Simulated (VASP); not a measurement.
Level of theory: PBE GGA with D3 dispersion (zero damping), VASP's PBE PAW potentials (set 64) (plane waves; VASP).

The input files of a VASP run:

### INCAR
```
ALGO = Normal
EDIFF = 1E-7
ENCUT = 520
GGA = PE
ISIF = 2
ISMEAR = -5
IVDW = 11
LASPH = .TRUE.
LCHARG = .TRUE.
LORBIT = 11
LREAL = .FALSE.
LWAVE = .FALSE.
NEDOS = 601
NELM = 100
PREC = Accurate
SYSTEM = AlN
```

File KPOINTS:
```
Automatic mesh
0
Gamma
12 12 12
0 0 0
```

**POSCAR**
```
AlN
1.0
  0.0000000000   2.1900000000   2.1900000000
  2.1900000000   0.0000000000   2.1900000000
  2.1900000000   2.1900000000   0.0000000000
Al N
1 1
Cart
  0.0000000000   0.0000000000   0.0000000000
  1.0950000000   1.0950000000   1.0950000000
```

POTCAR, in this order: Al N (PBE.64 set). Program: vasp_std.

Problem. Estimate the energy per atom (σ→0), dispersion energy, band gap (on the k-mesh).

Solution. 
```
Quantity                          Result
------------------------  --------------
energy per atom (σ→0)     -7.585 eV/atom
dispersion energy              -0.326 eV
band gap (on the k-mesh)         3.31 eV
```

OSZICAR:
```
...
DAV:   7    -0.148506526578E+02    0.91382E-02   -0.10411E-01  1208   0.337E+00    0.199E+00
DAV:   8    -0.148447602332E+02    0.58924E-02   -0.18582E-02  1288   0.189E+00    0.408E-01
DAV:   9    -0.148444583555E+02    0.30188E-03   -0.80583E-04  1632   0.227E-01    0.207E-01
DAV:  10    -0.148445662155E+02   -0.10786E-03   -0.26395E-04  1232   0.140E-01    0.331E-02
DAV:  11    -0.148445647760E+02    0.14395E-05   -0.61694E-06  1464   0.198E-02    0.148E-02
DAV:  12    -0.148445649345E+02   -0.15854E-06   -0.10925E-06  1232   0.101E-02    0.996E-04
DAV:  13    -0.148445649417E+02   -0.72113E-08   -0.12287E-08   728   0.113E-03
   1 F= -.15170409E+02 E0= -.15170409E+02  d E =0.000000E+00
```

The compound is AlN in the zinc blende structure, a metastable form; wurtzite is the usual one. The cell was not relaxed at this level.
